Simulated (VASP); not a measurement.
All values below come from PBEsol GGA, VASP's PBE PAW potentials (set 64) (plane waves; VASP 6.6.1).

The input files of a VASP run:

File KPOINTS:
```
Automatic mesh
0
Gamma
9 9 9
0 0 0
```

### POSCAR
```
Au3Pd
1
    4.0263451731     0.0000000000     0.0000000000
   -0.0000000000     4.0263451731    -0.0000000000
    0.0000000000    -0.0000000000     4.0263451731
Pd Au
1 3
Direct
  0.0000000000   0.0000000000   0.0000000000
  0.5000000000   0.5000000000   0.0000000000
  0.5000000000   0.0000000000   0.5000000000
  0.0000000000   0.5000000000   0.5000000000
```

**INCAR**
```
SYSTEM = Au3Pd
PREC = Accurate
ENCUT = 400
EDIFF = 1E-7
NELM = 100
ALGO = Normal
LREAL = .FALSE.
LASPH = .TRUE.
ISMEAR = -5
GGA = PS
LMAXMIX = 6
LWAVE = .FALSE.
LCHARG = .TRUE.
LORBIT = 11
NEDOS = 601
ISIF = 2
LEFG = .TRUE.
```

POTCAR, in this order: Pd Au (PBE.64 set). Program: vasp_std.

What VASP printed:

**OSZICAR**
```
       N       E                     dE             d eps       ncg     rms          rms(c)
DAV:   1     0.241562283528E+03    0.24156E+03   -0.18704E+04  1750   0.132E+03
DAV:   2    -0.134449779117E+02   -0.25501E+03   -0.24967E+03  2077   0.316E+02
DAV:   3    -0.196924269798E+02   -0.62474E+01   -0.61751E+01  1886   0.496E+01
DAV:   4    -0.197605292036E+02   -0.68102E-01   -0.67974E-01  1871   0.534E+00
DAV:   5    -0.197615957594E+02   -0.10666E-02   -0.10656E-02  1966   0.660E-01    0.187E+01
DAV:   6    -0.183633402274E+02    0.13983E+01   -0.87542E+00  1875   0.321E+01    0.142E+01
DAV:   7    -0.182338476748E+02    0.12949E+00   -0.59019E+00  1818   0.185E+01    0.737E+00
DAV:   8    -0.180446449334E+02    0.18920E+00   -0.87102E-01  1821   0.111E+01    0.368E+00
DAV:   9    -0.180458969822E+02   -0.12520E-02   -0.74383E-02  1907   0.198E+00    0.708E-01
DAV:  10    -0.180400991788E+02    0.57978E-02   -0.53438E-02  1818   0.207E+00    0.100E-01
DAV:  11    -0.180399858074E+02    0.11337E-03   -0.12300E-03  1816   0.335E-01    0.545E-02
DAV:  12    -0.180399776924E+02    0.81150E-05   -0.11905E-05  2011   0.237E-02    0.102E-02
DAV:  13    -0.180399671594E+02    0.10533E-04   -0.31336E-06  1846   0.165E-02    0.522E-03
DAV:  14    -0.180399650502E+02    0.21091E-05   -0.39634E-07  1380   0.458E-03    0.589E-04
DAV:  15    -0.180399644287E+02    0.62156E-06   -0.23052E-08   897   0.113E-03    0.255E-04
DAV:  16    -0.180399643537E+02    0.74932E-07   -0.33066E-09   890   0.351E-04
   1 F= -.18039964E+02 E0= -.18039964E+02  d E =0.000000E+00
```

File OUTCAR:
```
------------------------ aborting loop because EDIFF is reached ----------------------------------------
  FORCE on cell =-STRESS in cart. coord.  units (eV):
  Direction    XX          YY          ZZ          XY          YZ          ZX
  --------------------------------------------------------------------------------------
  Total       -0.0051454     -0.0051454     -0.0051454     -0.0000000     -0.0000000     -0.0000000
  in kB       -0.1262986     -0.1262986     -0.1262986     -0.0000000     -0.0000000     -0.0000000
  external PRESSURE =      -0.1262986 kB  Pullay stress =       0.0000000 kB
  volume of cell :       65.27
      direct lattice vectors                 reciprocal lattice vectors
     4.026345173  0.000000000  0.000000000     0.248364201  0.000000000  0.000000000
     0.000000000  4.026345173  0.000000000     0.000000000  0.248364201  0.000000000
     0.000000000  0.000000000  4.026345173     0.000000000  0.000000000  0.248364201
 POSITION                                       TOTAL-FORCE (eV/Angst)
 -----------------------------------------------------------------------------------
      0.00000      0.00000      0.00000         0.000000      0.000000      0.000000
      2.01317      2.01317      0.00000         0.000000      0.000000      0.000000
      2.01317      0.00000      2.01317         0.000000      0.000000      0.000000
      0.00000      2.01317      2.01317         0.000000      0.000000      0.000000
 -----------------------------------------------------------------------------------
    total drift:                                0.000000      0.000000      0.000000
  FREE ENERGIE OF THE ION-ELECTRON SYSTEM (eV)
  ---------------------------------------------------
  free  energy   TOTEN  =       -18.0399643537 eV

  energy  without entropy=      -18.0399643537  energy(sigma->0) =      -18.03996435

 total charge

# of ion       s       p       d       tot
------------------------------------------
    1        0.393   0.409   8.591   9.392
    2        0.559   0.376   8.735   9.670
    3        0.559   0.376   8.735   9.670
    4        0.559   0.376   8.735   9.670
--------------------------------------------------
tot          2.070   1.535  34.797  38.402

 Electric field gradients after diagonalization (V/A^2)
 (convention: |V_zz| > |V_xx| > |V_yy|)
----------------------------------------------------------------------
 ion       V_xx      V_yy      V_zz     asymmetry (V_yy - V_xx)/ V_zz
----------------------------------------------------------------------
   1       0.000     0.000    -0.000       0.095
   2     -10.306   -10.306    20.611       0.000
   3     -10.306   -10.306    20.611       0.000
   4     -10.306   -10.306    20.611       0.000
```
(Selected blocks of OUTCAR.)

OUTCAR:
```
 val. band max:        9.2438950882   @ k =   0.4444   0.3333   0.3333

 cond. band min:       9.3259674291   @ k =   0.3333   0.2222   0.1111


 Fermi energy:         9.3250118364

 k-point     1 :       0.0000    0.0000    0.0000
  band No.  band energies     occupation
      1      -0.0590      2.00000
      2       2.4245      2.00000
      3       2.8220      2.00000
      4       2.8220      2.00000
      5       2.9331      2.00000
      6       2.9331      2.00000
      7       2.9331      2.00000
      8       5.2488      2.00000
      9       5.2488      2.00000
     10       5.2488      2.00000
     11       6.7022      2.00000
     12       6.7022      2.00000
     13       7.6822      2.00000
     14       8.0333      2.00000
     15       8.0333      2.00000
     16       8.0333      2.00000
     17       8.5048      2.00000
     18       8.5048      2.00000
     19       8.9732      2.00000
     20       8.9732      2.00000
     21       8.9732      2.00000
     22      10.9345      0.00000
     23      10.9345      0.00000
     24      10.9345      0.00000
     25      15.8229      0.00000

 k-point     2 :       0.1111    0.0000    0.0000
  band No.  band energies     occupation
      1       0.0861      2.00000
      2       2.5095      2.00000
      3       2.8751      2.00000
      4       2.9298      2.00000
      5       2.9822      2.00000
      6       3.0146      2.00000
      7       3.0146      2.00000
      8       5.1766      2.00000
      9       5.3028      2.00000
     10       5.3028      2.00000
     11       6.6092      2.00000
     12       6.7252      2.00000
     13       7.5830      2.00000
     14       7.6567      2.00000
     15       7.6567      2.00000
     16       8.0336      2.00000
     17       8.3849      2.00000
     18       8.4487      2.00000
     19       8.6789      2.00000
     20       8.6789      2.00000
     21       8.9721      2.00000
     22      10.0868     -0.03645
     23      11.5731      0.00000
...
```

For a metal the tetrahedron method with Blöchl corrections gives inexact stress and forces. Unless said otherwise, spin-orbit coupling is left out, though it shifts the bands of the heavy elements here.

The structure was generated: Au3Pd was put into an ordered model structure (Pm-3m), which need not be its known phase. It was relaxed first. The electron count is odd and the run is not spin-polarised, which forces a metal.
